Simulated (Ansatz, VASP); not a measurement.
# Cross-check of MoS2 between VASP and Ansatz, part 2 of 2

One calculation is typed for both programs; each brings its own data sets. How far apart do they land? The cell is taken from a series of runs on this material, whose earlier steps may have relaxed, scaled, displaced or heated it; both programs get it as it stands.

VASP 6.6.1 and Ansatz 0.2.0.

So far: The structure; Ansatz: zone-centre phonons, PBE with D3(BJ).

## 3. VASP: zone-centre phonons, PBE with D3(BJ)

Level of this step: PBE with D3(BJ), no spin polarisation; plane waves and PAW (S, Mo_sv) (VASP).

The same cell, functional and mesh now go to VASP, with its own data sets.

Lines of VASP's logs that name or quote its potential files are left out, and so is its time.

INCAR

```
SYSTEM = MoS2
PREC = Accurate
ENCUT = 500
EDIFF = 1E-08
NELM = 120
ISMEAR = 0
SIGMA = 0.01
LREAL = .FALSE.
ALGO = Normal
GGA = PE
IVDW = 12
NBANDS = 32
LASPH = .TRUE.
LORBIT = 11
LWAVE = .FALSE.
LCHARG = .FALSE.
ISIF = 2
IBRION = 6
NFREE = 2
POTIM = 0.015
NSW = 1
GGA_COMPAT = .FALSE.
EFERMI = MIDGAP
KPAR = 2
```

POSCAR

```
MoS2
1.0
    3.1685810516      0.0000000000      0.0000000000
   -1.5842905258      2.7440716846      0.0000000000
    0.0000000000      0.0000000000     12.6602186391
S Mo
4 2
Direct
    0.3333333334      0.6666666668      0.6264353416
    0.6666666668      0.3333333334      0.1264353416
    0.3333333334      0.6666666668      0.8735646584
    0.6666666668      0.3333333334      0.3735646584
    0.3333333334      0.6666666668      0.2500000000
    0.6666666668      0.3333333334      0.7500000000
```

KPOINTS

```
Automatic mesh
0
Gamma
12 12 4
0 0 0
```

PAW data sets: S and Mo_sv (PBE family, release 64).

Command:

```sh
$ mpirun -np 2 vasp_std
```

Numbers of over 12 decimals in the logs are rounded to 6 here.

Output:

```text
[banner, memory and clock lines left out]
running    2 mpi-ranks, on    1 nodes
 distrk:  each k-point on    1 cores,    2 groups
 distr:  one band on    1 cores,    1 groups

 POSCAR found type information on POSCAR S Mo
 POSCAR found :  2 types and       6 ions
 LDA part: xc-table for (Slater+PW92), standard interpolation
 POSCAR, INCAR and KPOINTS ok, starting setup
 FFT: planning ... GRIDC
 FFT: planning ... GRID_SOFT
 FFT: planning ... GRID
 WAVECAR not read
 entering main loop
       N       E                     dE             d eps       ncg     rms          rms(c)
DAV:   1     0.443378050317E+03    0.44338E+03   -0.29136E+04  4104   0.149E+03
DAV:   2    -0.226394960470E+02   -0.46602E+03   -0.45445E+03  4544   0.384E+02
DAV:   3    -0.461215290215E+02   -0.23482E+02   -0.23289E+02  4752   0.765E+01
DAV:   4    -0.466044680139E+02   -0.48294E+00   -0.48145E+00  4504   0.110E+01
DAV:   5    -0.466175701470E+02   -0.13102E-01   -0.13095E-01  4608   0.173E+00    0.339E+01
DAV:   6    -0.444442996184E+02    0.21733E+01   -0.20510E+01  3952   0.247E+01    0.131E+01
DAV:   7    -0.439958096277E+02    0.44849E+00   -0.90474E+00  4072   0.158E+01    0.812E+00
DAV:   8    -0.436519049019E+02    0.34390E+00   -0.14088E+00  4648   0.676E+00    0.287E+00
DAV:   9    -0.436636807822E+02   -0.11776E-01   -0.13966E-01  4856   0.183E+00    0.134E+00
DAV:  10    -0.436548662711E+02    0.88145E-02   -0.61198E-02  4408   0.143E+00    0.348E-01
DAV:  11    -0.436548863270E+02   -0.20056E-04   -0.23821E-03  4568   0.283E-01    0.205E-01
DAV:  12    -0.436547505390E+02    0.13579E-03   -0.70360E-04  4472   0.139E-01    0.747E-02
DAV:  13    -0.436547619207E+02   -0.11382E-04   -0.15406E-04  4768   0.638E-02    0.846E-03
DAV:  14    -0.436547656713E+02   -0.37506E-05   -0.11512E-05  4584   0.187E-02    0.115E-02
DAV:  15    -0.436547663797E+02   -0.70841E-06   -0.20932E-06  4408   0.743E-03    0.424E-03
DAV:  16    -0.436547663221E+02    0.57622E-07   -0.74165E-07  4632   0.481E-03    0.147E-03
DAV:  17    -0.436547663971E+02   -0.74996E-07   -0.47365E-08  3952   0.131E-03    0.746E-04
DAV:  18    -0.436547663694E+02    0.27739E-07   -0.27546E-09  2896   0.268E-04    0.417E-04
DAV:  19    -0.436547663601E+02    0.92914E-08   -0.13582E-09  2616   0.170E-04
   1 F= -.46127491E+02 E0= -.46127491E+02  d E =0.000000E+00
[... from here on, the cycles between the ionic steps are left out ...]
   2 F= -.46126414E+02 E0= -.46126414E+02  d E =0.000000E+00
   3 F= -.46126414E+02 E0= -.46126414E+02  d E =0.000000E+00
   4 F= -.46125765E+02 E0= -.46125765E+02  d E =0.000000E+00
   5 F= -.46125401E+02 E0= -.46125401E+02  d E =0.000000E+00
   6 F= -.46125247E+02 E0= -.46125247E+02  d E =0.000000E+00
   7 F= -.46125247E+02 E0= -.46125247E+02  d E =0.000000E+00
   8 F= -.46124122E+02 E0= -.46124122E+02  d E =0.000000E+00
 Finite differences progress:
  Degree of freedom:   4/  4
  Displacement:        1/  2
  Total:               7/  8
 bond charge predicted
       N       E                     dE             d eps       ncg     rms          rms(c)
DAV:   1    -0.436385365354E+02    0.12855E-01   -0.56956E+00  4416   0.158E+01    0.582E-01
DAV:   2    -0.436518145106E+02   -0.13278E-01   -0.14348E-01  5216   0.239E+00    0.163E-01
DAV:   3    -0.436513538238E+02    0.46069E-03   -0.22570E-03  5704   0.320E-01    0.914E-02
DAV:   4    -0.436513862655E+02   -0.32442E-04   -0.10019E-03  5400   0.161E-01    0.519E-02
DAV:   5    -0.436513882422E+02   -0.19767E-05   -0.58611E-05  5432   0.480E-02    0.437E-02
DAV:   6    -0.436513918351E+02   -0.35929E-05   -0.10742E-05  5568   0.221E-02    0.212E-02
DAV:   7    -0.436513914700E+02    0.36507E-06   -0.51573E-06  5656   0.129E-02    0.684E-03
DAV:   8    -0.436513913393E+02    0.13067E-06   -0.28189E-06  5352   0.900E-03    0.205E-03
DAV:   9    -0.436513913628E+02   -0.23434E-07   -0.13664E-07  5312   0.225E-03    0.153E-03
DAV:  10    -0.436513913694E+02   -0.66348E-08   -0.97695E-09  3344   0.554E-04
   9 F= -.46124122E+02 E0= -.46124122E+02  d E =0.000000E+00
 Finite differences progress:
  Degree of freedom:   4/  4
  Displacement:        2/  2
  Total:               8/  8
```

OUTCAR, selected parts (step 3):

```text
ion  position               nearest neighbor table
   1  0.333  0.667  0.626-   6 2.41   6 2.41   6 2.41
   2  0.667  0.333  0.126-   5 2.41   5 2.41   5 2.41
   3  0.333  0.667  0.874-   6 2.41   6 2.41   6 2.41
   4  0.667  0.333  0.374-   5 2.41   5 2.41   5 2.41
   5  0.333  0.667  0.250-   2 2.41   4 2.41   2 2.41   4 2.41   2 2.41   4 2.41
   6  0.667  0.333  0.750-   1 2.41   3 2.41   1 2.41   3 2.41   1 2.41   3 2.41

  LATTYP: Found a hexagonal cell.
 ALAT       =     3.1685810516
 C/A-ratio  =     3.9955483016

 Subroutine GETGRP returns: Found 24 space group operations
 (whereof 12 operations were pure point group operations)

The static configuration has the point symmetry D_3d.
 The point group associated with its full space group is D_6h.

 Found     57 irreducible k-points:

   k-points           NKPTS =     57   k-points in BZ     NKDIM =     57   number of bands    NBANDS=     32

   dimension x,y,z NGX =    24 NGY =   24 NGZ =   96
   dimension x,y,z NGXF=    48 NGYF=   48 NGZF=  192

   ENCUT  =  500.0 eV  36.75 Ry    6.06 a.u.   5.78  5.78 23.08*2*pi/ulx,y,z

   NELECT =      52.0000    total number of electrons

 k-points in reciprocal lattice and weights: Automatic mesh
   0.00000000  0.00000000  0.00000000       0.002
   0.08333333  0.00000000  0.00000000       0.010
   0.16666667  0.00000000  0.00000000       0.010
   0.25000000 -0.00000000  0.00000000       0.010
   0.33333333 -0.00000000  0.00000000       0.010
   0.41666667 -0.00000000  0.00000000       0.010
   0.50000000 -0.00000000  0.00000000       0.005
   0.08333333  0.08333333  0.00000000       0.010
   0.16666667  0.08333333  0.00000000       0.021
[...]
0.33333333  0.25000000  0.50000000       0.021
   0.33333333  0.33333333  0.50000000       0.003

 Edisp (eV)   -2.47273

 average (electrostatic) potential at core
       1 -84.8065       2 -84.8087       3 -84.8048       4 -84.8031       5 -75.1002
       6 -75.1002

 E-fermi :   7.5682

 k-point     1 :       0.0000    0.0000    0.0000
  band No.  band energies     occupation
    ...
     22       5.0237      2.00000
     23       5.0237      2.00000
     24       5.7335      2.00000
     25       6.0431      2.00000
     26       7.0492      2.00000
     27       9.2620      0.00000
     28       9.2620      0.00000
     29       9.2838      0.00000
     30       9.2838      0.00000
     31       9.4646      0.00000
    ...

 k-point     2 :       0.0833    0.0000    0.0000
  band No.  band energies     occupation
    ...
     22       4.8599      2.00000
     23       5.1142      2.00000
     24       5.9323      2.00000
     25       6.0539      2.00000
     26       6.8768      2.00000
[...]
0.00000      1.82938     11.05952         0.000000      0.000000     -0.012540
      1.58429      0.91469      4.72941         0.000000     -0.000000     -0.233282
      0.00000      1.82938      3.15005        -0.000000      0.000000      0.449273
      1.58429      0.91469      9.49516        -0.000000     -0.000000     -0.001714
 -----------------------------------------------------------------------------------
    total drift:                               -0.000000     -0.000001      0.000322

  FREE ENERGIE OF THE ION-ELECTRON SYSTEM (eV)
  ---------------------------------------------------
  free  energy   TOTEN  =       -46.1241218368 eV

  energy  without entropy=      -46.1241218368  energy(sigma->0) =      -46.12412184

 Eigenvectors and eigenvalues of the dynamical matrix
 ----------------------------------------------------

   1 f  =   13.860405 THz    87.087495 2PiTHz  462.333354 cm-1    57.322004 meV
             X         Y         Z           dx          dy          dz
      0.000000  1.829381  7.930808    -0.000000    0.000000   -0.388921
      1.584291  0.914691  1.600699    -0.000000    0.000000    0.388921
      0.000000  1.829381 11.059520    -0.000000    0.000000   -0.388921
      1.584291  0.914691  4.729410    -0.000000    0.000000    0.388921
      0.000000  1.829381  3.165055     0.000000   -0.000000   -0.444389
      1.584291  0.914691  9.495164     0.000000   -0.000000    0.444389

   2 f  =   13.771570 THz    86.529328 2PiTHz  459.370138 cm-1    56.954613 meV
             X         Y         Z           dx          dy          dz
      0.000000  1.829381  7.930808    -0.000000   -0.000000    0.387062
      1.584291  0.914691  1.600699    -0.000000   -0.000000    0.387062
      0.000000  1.829381 11.059520    -0.000000   -0.000000    0.387062
      1.584291  0.914691  4.729410    -0.000000   -0.000000    0.387062
      0.000000  1.829381  3.165055     0.000000    0.000000   -0.447623
      1.584291  0.914691  9.495164     0.000000    0.000000   -0.447623

   3 f  =   12.032129 THz    75.600094 2PiTHz  401.348611 cm-1    49.760863 meV
             X         Y         Z           dx          dy          dz
      0.000000  1.829381  7.930808     0.000000    0.000000   -0.500000
      1.584291  0.914691  1.600699    -0.000000   -0.000000   -0.500000
      0.000000  1.829381 11.059520     0.000000    0.000000    0.500000
      1.584291  0.914691  4.729410    -0.000000   -0.000000    0.500000
      0.000000  1.829381  3.165055     0.000000    0.000000   -0.000000
      1.584291  0.914691  9.495164     0.000000   -0.000000   -0.000000

   4 f  =   11.917765 THz    74.881527 2PiTHz  397.533857 cm-1    49.287894 meV
             X         Y         Z           dx          dy          dz
      0.000000  1.829381  7.930808     0.000000    0.000000   -0.500000
      1.584291  0.914691  1.600699    -0.000000   -0.000000    0.500000
      0.000000  1.829381 11.059520     0.000000    0.000000    0.500000
      1.584291  0.914691  4.729410    -0.000000   -0.000000   -0.500000
      0.000000  1.829381  3.165055    -0.000000    0.000000    0.000000
      1.584291  0.914691  9.495164     0.000000   -0.000000    0.000000

   5 f  =   11.259103 THz    70.743028 2PiTHz  375.563237 cm-1    46.563886 meV
             X         Y         Z           dx          dy          dz
      0.000000  1.829381  7.930808     0.387106   -0.000000   -0.000000
      1.584291  0.914691  1.600699     0.387106   -0.000000    0.000000
      0.000000  1.829381 11.059520     0.387106   -0.000000    0.000000
      1.584291  0.914691  4.729410     0.387106   -0.000000    0.000000
      0.000000  1.829381  3.165055    -0.447547    0.000000   -0.000000
      1.584291  0.914691  9.495164    -0.447547    0.000000   -0.000000

   6 f  =   11.259103 THz    70.743028 2PiTHz  375.563237 cm-1    46.563886 meV
             X         Y         Z           dx          dy          dz
      0.000000  1.829381  7.930808    -0.000000   -0.387106    0.000000
      1.584291  0.914691  1.600699    -0.000000   -0.387106   -0.000000
      0.000000  1.829381 11.059520    -0.000000   -0.387106   -0.000000
      1.584291  0.914691  4.729410    -0.000000   -0.387106    0.000000
      0.000000  1.829381  3.165055     0.000000    0.447547   -0.000000
      1.584291  0.914691  9.495164     0.000000    0.447547    0.000000

   7 f  =   11.258767 THz    70.740917 2PiTHz  375.552029 cm-1    46.562496 meV
             X         Y         Z           dx          dy          dz
      0.000000  1.829381  7.930808     0.387620   -0.000001    0.000000
      1.584291  0.914691  1.600699    -0.387620    0.000001    0.000000
      0.000000  1.829381 11.059520     0.387620   -0.000001   -0.000000
      1.584291  0.914691  4.729410    -0.387620    0.000001    0.000000
      0.000000  1.829381  3.165055     0.446656   -0.000001   -0.000000
      1.584291  0.914691  9.495164    -0.446656    0.000001   -0.000000

   8 f  =   11.258767 THz    70.740917 2PiTHz  375.552029 cm-1    46.562496 meV
             X         Y         Z           dx          dy          dz
      0.000000  1.829381  7.930808     0.000001    0.387620    0.000000
      1.584291  0.914691  1.600699    -0.000001   -0.387620   -0.000000
      0.000000  1.829381 11.059520     0.000001    0.387620   -0.000000
      1.584291  0.914691  4.729410    -0.000001   -0.387620    0.000000
      0.000000  1.829381  3.165055     0.000001    0.446656    0.000000
      1.584291  0.914691  9.495164    -0.000001   -0.446656   -0.000000

   9 f  =    8.372235 THz    52.604303 2PiTHz  279.267694 cm-1    34.624766 meV
             X         Y         Z           dx          dy          dz
      0.000000  1.829381  7.930808     0.500000    0.000003    0.000000
      1.584291  0.914691  1.600699     0.500000    0.000003   -0.000000
      0.000000  1.829381 11.059520    -0.500000   -0.000003   -0.000000
      1.584291  0.914691  4.729410    -0.500000   -0.000003    0.000000
      0.000000  1.829381  3.165055    -0.000000   -0.000000    0.000000
      1.584291  0.914691  9.495164    -0.000000    0.000000   -0.000000

  10 f  =    8.372235 THz    52.604303 2PiTHz  279.267694 cm-1    34.624766 meV
             X         Y         Z           dx          dy          dz
      0.000000  1.829381  7.930808    -0.000003    0.500000    0.000000
      1.584291  0.914691  1.600699    -0.000003    0.500000   -0.000000
      0.000000  1.829381 11.059520     0.000003   -0.500000   -0.000000
      1.584291  0.914691  4.729410     0.000003   -0.500000    0.000000
      0.000000  1.829381  3.165055    -0.000000   -0.000000   -0.000000
      1.584291  0.914691  9.495164    -0.000000    0.000000   -0.000000

  11 f  =    8.330558 THz    52.342443 2PiTHz  277.877521 cm-1    34.452406 meV
             X         Y         Z           dx          dy          dz
      0.000000  1.829381  7.930808     0.500000    0.000003   -0.000000
      1.584291  0.914691  1.600699    -0.500000   -0.000003    0.000000
      0.000000  1.829381 11.059520    -0.500000   -0.000003    0.000000
      1.584291  0.914691  4.729410     0.500000    0.000003   -0.000000
      0.000000  1.829381  3.165055     0.000000   -0.000000   -0.000000
      1.584291  0.914691  9.495164     0.000000   -0.000000    0.000000

  12 f  =    8.330558 THz    52.342443 2PiTHz  277.877521 cm-1    34.452406 meV
             X         Y         Z           dx          dy          dz
      0.000000  1.829381  7.930808     0.000003   -0.500000    0.000000
      1.584291  0.914691  1.600699    -0.000003    0.500000   -0.000000
      0.000000  1.829381 11.059520    -0.000003    0.500000   -0.000000
      1.584291  0.914691  4.729410     0.000003   -0.500000    0.000000
      0.000000  1.829381  3.165055     0.000000   -0.000000   -0.000000
      1.584291  0.914691  9.495164     0.000000   -0.000000   -0.000000

  13 f  =    1.080110 THz     6.786530 2PiTHz   36.028586 cm-1     4.466973 meV
             X         Y         Z           dx          dy          dz
      0.000000  1.829381  7.930808    -0.000000    0.000000    0.314231
      1.584291  0.914691  1.600699     0.000000   -0.000000   -0.314231
      0.000000  1.829381 11.059520    -0.000000    0.000000    0.314231
      1.584291  0.914691  4.729410     0.000000   -0.000000   -0.314231
      0.000000  1.829381  3.165055     0.000000   -0.000000   -0.550017
      1.584291  0.914691  9.495164    -0.000000    0.000000    0.550017
    [... 42 further lines ...]
      1.584291  0.914691  4.729410    -0.000000   -0.000000    0.316517
      0.000000  1.829381  3.165055    -0.000000   -0.000000    0.547388
      1.584291  0.914691  9.495164    -0.000000   -0.000000    0.547388

 ELASTIC MODULI CONTR FROM IONIC RELAXATION (kBar)
 Direction    XX          YY          ZZ          XY          YZ          ZX
 --------------------------------------------------------------------------------
 XX        -353.1377   -237.8801   -858.8999     -0.0000     -0.0000      0.0000
 YY        -237.8801   -353.1377   -858.8999      0.0000      0.0000     -0.0000
 ZZ        -858.8999   -858.8999  -2496.4019      0.0000     -0.0000      0.0000
 XY          -0.0000      0.0000      0.0000    -57.6288     -0.0000      0.0000
 YZ           0.0000     -0.0000     -0.0000     -0.0000  -1238.5737      0.0000
 ZX           0.0000     -0.0000      0.0000     -0.0000      0.0000  -1238.5730
 --------------------------------------------------------------------------------

 total charge
# of ion       s       p       d       tot
------------------------------------------
    1        1.364   2.340   0.000   3.704
    2        1.364   2.340   0.000   3.704
    3        1.364   2.340   0.000   3.704
    4        1.364   2.340   0.000   3.704
    5        2.291   6.220   3.945  12.455
    6        2.291   6.220   3.945  12.455
--------------------------------------------------
tot         10.039  21.798   7.889  39.725
```

CONTCAR:

```
MoS2
   1.00000000000000
     3.1685810515999999    0.0000000000000000    0.0000000000000000
    -1.5842905258000000    2.7440716846000002    0.0000000000000000
     0.0000000000000000    0.0000000000000000   12.6602186391000000
  S               Mo
     4     2
Direct
     0.3333333333999988    0.6666666667999976    0.6264353416000006
     0.6666666667999976    0.3333333333999988    0.1264353416000006
     0.3333333333999988    0.6666666667999976    0.8735646583999994
     0.6666666667999976    0.3333333333999988    0.3735646583999994
     0.3333333333999988    0.6666666667999976    0.2488151863385934
     0.6666666667999976    0.3333333333999988    0.7500000000000000
```

This run has no spin polarisation, so a moment on Mo, if there is one, isn't seen. The last energy, forces, stress and levels in OUTCAR belong to the last displaced cell, not to the cell of POSCAR.

Levels, forces or a CONTCAR printed for this step are those of its last displaced cell, not of the structure at rest.

## 4. Side by side

Known differences besides the potentials themselves: fixed occupations in Ansatz, narrow Gaussian smearing in VASP; the cutoff is 420 eV in Ansatz and 500 eV in VASP; Ansatz takes the dispersion share of the force constants at frozen C6 weights, VASP differentiates the full forces; VASP uses finite displacements, Ansatz perturbation theory. Total energies have different zeros and are not compared.

Both answers:

| quantity | Ansatz | VASP | difference |
| --- | --- | --- | --- |
| optical mode 1 to 2 (cm⁻¹) | 24.1 | 23.7 | +0.5 |
| optical mode 3 (cm⁻¹) | 35.8 | 36.0 | -0.2 |
| optical mode 4 to 5 (cm⁻¹) | 278.4 | 277.9 | +0.18 % |
| optical mode 6 to 7 (cm⁻¹) | 279.8 | 279.3 | +0.18 % |
| optical mode 8 to 11 (cm⁻¹) | 376.1 | 375.6 | +0.15 % |
| optical mode 12 (cm⁻¹) | 398.4 | 397.5 | +0.22 % |
| optical mode 13 (cm⁻¹) | 402.2 | 401.3 | +0.22 % |
| optical mode 14 (cm⁻¹) | 459.8 | 459.4 | +0.09 % |
| optical mode 15 (cm⁻¹) | 462.9 | 462.3 | +0.11 % |

Modes are paired by rising frequency, not by their patterns, so a pair may set unlike modes beside each other; they are those without the splitting of longitudinal modes.

## 5. Results

- r.m.s. difference of the optical zone-centre modes, each program's sorted by frequency (zone-centre phonons, PBE with D3(BJ)): 0.57 cm⁻¹

In words: The r.m.s. difference of the optical zone-centre modes, each program's sorted by frequency is 0.57 cm⁻¹ (zone-centre phonons, PBE with D3(BJ)). How closely two codes agree says nothing of how well the functional describes the real material.

[Lines on the potential files, build, host, timing and source positions are cut from VASP's logs without a mark.]

[Logs are printed without paths, hosts, clocks, repeated set-up lines and the standing remarks that a program may print on its own settings, such as how far it seeks lower states.]

[Hosts, paths, dates, database ids (printed as entryN), source tags and the programs' standing remarks are cut or masked in the printed files.]
